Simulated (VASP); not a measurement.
VASP runs on PtAl₂ (space group Fm-3m) share one base input (PBE GGA, plane waves, VASP's PBE PAW potentials (set 64)) and change the settings named in each case.

POSCAR:
```
PtAl2
4.1635380
  0.0000000000   0.7071067923   0.7071067923
  0.7071067923   0.0000000000   0.7071067923
  0.7071067923   0.7071067923   0.0000000000
Al Pt
2 1
direct
  0.2500000000   0.2500000000   0.2500000000
  0.7500000000   0.7500000000   0.7500000000
  0.0000000000   0.0000000000   0.0000000000
```

File KPOINTS:
```
Automatic mesh
0
Gamma
8 8 8
0 0 0
```

### INCAR
```
SYSTEM  =  PtAl2
PREC  =  Accurate; ENCUT  =  300; LREAL  =  .FALSE.
LASPH  =  .TRUE.
EDIFF  =  1E-6; NELM  =  100; ALGO  =  Normal
LMAXMIX  =  6
ISMEAR  =  -1; SIGMA  =  0.136
GGA  =  PE
ISIF  =  2
LWAVE  =  .FALSE.; LCHARG  =  .FALSE.
```

POTCAR, in this order: Al Pt (PBE.64 set). Program: vasp_std.

| change | E(σ→0) (eV/atom) | pressure (GPa) | −TS (eV) |
|---|---|---|---|
| base run | -5.4076 | 3.80 | -0.0792 |
| GGA = PS | -5.9176 | 0.46 | -0.0789 |
| GGA_COMPAT = .FALSE., LNONCOLLINEAR = .TRUE., LSORBIT = .TRUE., MAGMOM = 0.0 0.0 0.0 0.0 0.0 0.0 0.0 0.0 0.0, program vasp_ncl | -5.5253 | 3.43 | -0.0778 |
| KPOINTS 1×1×1 Γ-centred mesh | 0.1094 | 47.04 | -0.6375 |
 Energies of different potentials or functionals have different zeros.  Unless said otherwise, spin-orbit coupling is left out, though it shifts the bands of the heavy elements here. At 300 eV the pressure can carry a Pulay error.

Left out are runs that ran out of time, are held back, or changed the cell or the kind of run, fixed moments of cells without a moment, rows past the twelfth, gaps on odd meshes, pressures of charged cells and columns that move by less than the noise.

The structure is a typed PtAl2 crystal. The cell was not relaxed at this level, its lattice was scaled by up to 2.5 %.
